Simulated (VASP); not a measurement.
An input for Ansatz (written as the equivalent of a VASP run, and not itself run):

Ansatz 0.2 input:
```yaml
crystal:
  lattice:
    - [-2.6400000, 2.6400000, 2.6400000]
    - [2.6400000, -2.6400000, 2.6400000]
    - [2.6400000, 2.6400000, -2.6400000]
  atoms:
    - { symbol: K, position: [0.0000000, 0.0000000, 0.0000000] }
kpoints:
  mp_grid: { grid: [10, 10, 10] }
hamiltonian:
  xc: pbe
  pseudopotentials: { kind: paw }
scf:
  occupations: { method: methfessel_paxton, width: 0.1 }
  max_iter: 100
relax:
  max_steps: 40
  f_tol: 0.01
  cell: { p_target: 1 }
output: { forces: true, stress: true, eigenvalues: true }
```

Q: Write the VASP files for the same calculation (PBE).

A: This is not unique; one that fits is 
File POSCAR:
```
K
1.0
 -2.6400000000   2.6400000000   2.6400000000
  2.6400000000  -2.6400000000   2.6400000000
  2.6400000000   2.6400000000  -2.6400000000
K
1
direct
  0.0000000000   0.0000000000   0.0000000000
```

**KPOINTS**
```
K-points
0
G
  10 10 10
0 0 0
```

### INCAR
```
SYSTEM = K
PREC = Accurate
ENCUT = 480
EDIFF = 1E-7
NELM = 100
ALGO = Normal
LREAL = .FALSE.
LASPH = .TRUE.
ISMEAR = 1
SIGMA = 0.1
GGA = PE
LWAVE = .FALSE.
LCHARG = .FALSE.
ISIF = 3
IBRION = 2
NSW = 40
EDIFFG = -0.01
PSTRESS = 10
```

POTCAR, in this order: K_sv (PBE.64 set). Program: vasp_std.

Limits of the translation: each code has its own PAW files, so the cut-off isn't converted (ENCUT is set for VASP's; basis.ecutwfc is left out, and Ansatz then takes the one that its files recommend); Ansatz stops its SCF on the density residual and VASP on the energy change (EDIFF).

The compound is K in the bcc structure. This run relaxes it under an external pressure of 1 GPa. Symmetry was kept, so distortions that lower it aren't found.
